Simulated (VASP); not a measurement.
OSZICAR of a VASP run on Ru (hcp):

### OSZICAR
```
       N       E                     dE             d eps       ncg     rms          rms(c)
DAV:   1     0.242995673591E+03    0.24300E+03   -0.17753E+04  4320   0.167E+03
DAV:   2    -0.546624348716E+02   -0.29766E+03   -0.29201E+03  4582   0.495E+02
DAV:   3    -0.614002377772E+02   -0.67378E+01   -0.65815E+01  4628   0.807E+01
DAV:   4    -0.614918932618E+02   -0.91655E-01   -0.89069E-01  5648   0.752E+00
DAV:   5    -0.614930805484E+02   -0.11873E-02   -0.11871E-02  4840   0.772E-01    0.226E+01
DAV:   6    -0.515421207952E+02    0.99510E+01   -0.12210E+01  4334   0.407E+01    0.180E+00
DAV:   7    -0.502177804999E+02    0.13243E+01   -0.55218E-01  4404   0.738E+00    0.823E-01
DAV:   8    -0.507694940053E+02   -0.55171E+00   -0.64763E-01  4346   0.658E+00    0.153E+00
DAV:   9    -0.507753326701E+02   -0.58387E-02   -0.11492E-02  4410   0.116E+00    0.790E-01
DAV:  10    -0.508446455908E+02   -0.69313E-01   -0.12845E-02  4350   0.129E+00    0.444E-01
DAV:  11    -0.508440414084E+02    0.60418E-03   -0.31209E-03  4536   0.571E-01    0.229E-01
DAV:  12    -0.508463378041E+02   -0.22964E-02   -0.65028E-03  4376   0.833E-01    0.119E-01
DAV:  13    -0.508489148655E+02   -0.25771E-02   -0.84420E-04  4398   0.286E-01    0.526E-02
DAV:  14    -0.508494986744E+02   -0.58381E-03   -0.63554E-04  4368   0.273E-01    0.211E-02
DAV:  15    -0.508495155167E+02   -0.16842E-04   -0.87477E-05  4692   0.912E-02    0.302E-02
DAV:  16    -0.508494906587E+02    0.24858E-04   -0.13028E-04  4402   0.107E-01    0.162E-02
DAV:  17    -0.508495712900E+02   -0.80631E-04   -0.23364E-05  4464   0.340E-02    0.801E-03
DAV:  18    -0.508495562942E+02    0.14996E-04   -0.30324E-07  2412   0.458E-03    0.749E-03
DAV:  19    -0.508495563365E+02   -0.42248E-07   -0.14113E-06  2332   0.130E-02
   1 F= -.50849556E+02 E0= -.50849101E+02  d E =-.508496E+02
       N       E                     dE             d eps       ncg     rms          rms(c)
DAV:   1    -0.509932913565E+02   -0.14374E+00   -0.34734E+00  4338   0.227E+01    0.335E+00
DAV:   2    -0.508444398246E+02    0.14885E+00   -0.41963E-01  4338   0.698E+00    0.572E-01
DAV:   3    -0.508425692527E+02    0.18706E-02   -0.23534E-02  4418   0.160E+00    0.307E-01
DAV:   4    -0.508415906802E+02    0.97857E-03   -0.54196E-03  4430   0.695E-01    0.137E-01
DAV:   5    -0.508441643473E+02   -0.25737E-02   -0.18425E-03  4374   0.470E-01    0.430E-02
DAV:   6    -0.508439644365E+02    0.19991E-03   -0.49901E-04  4366   0.247E-01    0.171E-02
DAV:   7    -0.508442798636E+02   -0.31543E-03   -0.28930E-04  4368   0.189E-01    0.899E-03
DAV:   8    -0.508442966901E+02   -0.16826E-04   -0.29069E-05  4942   0.546E-02    0.588E-03
DAV:   9    -0.508442970786E+02   -0.38858E-06   -0.18469E-06  3992   0.114E-02
   2 F= -.50844297E+02 E0= -.50843956E+02  d E =0.525926E-02
       N       E                     dE             d eps       ncg     rms          rms(c)
DAV:   1    -0.509323342824E+02   -0.88038E-01   -0.19348E+00  4332   0.171E+01    0.227E+00
DAV:   2    -0.508506277406E+02    0.81707E-01   -0.23410E-01  4334   0.517E+00    0.453E-01
DAV:   3    -0.508492146667E+02    0.14131E-02   -0.13538E-02  4412   0.121E+00    0.191E-01
DAV:   4    -0.508487926156E+02    0.42205E-03   -0.30563E-03  4430   0.536E-01    0.842E-02
DAV:   5    -0.508499871192E+02   -0.11945E-02   -0.13156E-03  4346   0.400E-01    0.297E-02
DAV:   6    -0.508502029541E+02   -0.21583E-03   -0.28918E-04  4356   0.186E-01    0.153E-02
DAV:   7    -0.508502040327E+02   -0.10786E-05   -0.13209E-04  4384   0.124E-01    0.793E-03
DAV:   8    -0.508502629383E+02   -0.58906E-04   -0.25963E-05  4578   0.551E-02    0.391E-03
DAV:   9    -0.508502630577E+02   -0.11943E-06   -0.95672E-07  3422   0.932E-03
   3 F= -.50850263E+02 E0= -.50849833E+02  d E =-.706721E-03
       N       E                     dE             d eps       ncg     rms          rms(c)
DAV:   1    -0.508518024329E+02   -0.15395E-02   -0.58772E-02  4344   0.230E+00    0.260E-01
DAV:   2    -0.508504122356E+02    0.13902E-02   -0.25652E-03  4352   0.511E-01    0.998E-02
DAV:   3    -0.508501948849E+02    0.21735E-03   -0.58223E-04  4686   0.219E-01    0.271E-02
DAV:   4    -0.508503227971E+02   -0.12791E-03   -0.11207E-04  4580   0.984E-02    0.114E-02
DAV:   5    -0.508502174274E+02    0.10537E-03   -0.55368E-05  5118   0.695E-02    0.105E-02
DAV:   6    -0.508503121431E+02   -0.94716E-04   -0.10049E-05  4524   0.361E-02    0.253E-03
DAV:   7    -0.508502655828E+02    0.46560E-04   -0.38143E-06  4406   0.187E-02    0.183E-03
DAV:   8    -0.508502898508E+02   -0.24268E-04   -0.46802E-07  2284   0.756E-03    0.883E-04
DAV:   9    -0.508502831261E+02    0.67247E-05   -0.38051E-08  2218   0.211E-03    0.195E-04
DAV:  10    -0.508502882591E+02   -0.51329E-05   -0.11222E-08  2202   0.117E-03    0.869E-05
DAV:  11    -0.508502875519E+02    0.70715E-06   -0.32260E-09  2194   0.483E-04
   4 F= -.50850288E+02 E0= -.50849886E+02  d E =-.244942E-04
       N       E                     dE             d eps       ncg     rms          rms(c)
DAV:   1    -0.508506116092E+02   -0.32335E-03   -0.11278E-02  4348   0.101E+00    0.114E-01
DAV:   2    -0.508503043119E+02    0.30730E-03   -0.48986E-04  4350   0.223E-01    0.438E-02
DAV:   3    -0.508503510394E+02   -0.46727E-04   -0.11206E-04  4700   0.957E-02    0.120E-02
DAV:   4    -0.508502857429E+02    0.65297E-04   -0.21336E-05  4610   0.429E-02    0.499E-03
DAV:   5    -0.508503473695E+02   -0.61627E-04   -0.10481E-05  5066   0.304E-02    0.458E-03
DAV:   6    -0.508503100911E+02    0.37278E-04   -0.18524E-06  3314   0.158E-02    0.110E-03
DAV:   7    -0.508503320452E+02   -0.21954E-04   -0.70093E-07  2288   0.810E-03    0.591E-04
DAV:   8    -0.508503196320E+02    0.12413E-04   -0.13860E-07  2186   0.391E-03    0.343E-04
DAV:   9    -0.508503230792E+02   -0.34471E-05   -0.15197E-08  2182   0.107E-03    0.947E-05
DAV:  10    -0.508503216532E+02    0.14259E-05   -0.69673E-09  2184   0.603E-04    0.700E-05
DAV:  11    -0.508503224132E+02   -0.75991E-06   -0.28436E-09  2174   0.345E-04
   5 F= -.50850322E+02 E0= -.50849908E+02  d E =-.593554E-04
```

Which electronic solver shows in the log?

It is blocked Davidson (ALGO = Normal, or the opening steps of other solvers). The INCAR had ALGO = Normal.

Can the final energy be trusted as converged?

Self-consistency was reached. It stopped with EDIFF = 1E-6, NELM = 100, NSW = 60 and EDIFFG = -0.01 after 5 ionic steps (r2SCAN meta-GGA, plane waves, VASP's PBE PAW potentials (set 64)).

The compound is Ru in the hcp structure. This run relaxes it. Symmetry was kept, so distortions that lower it aren't found.
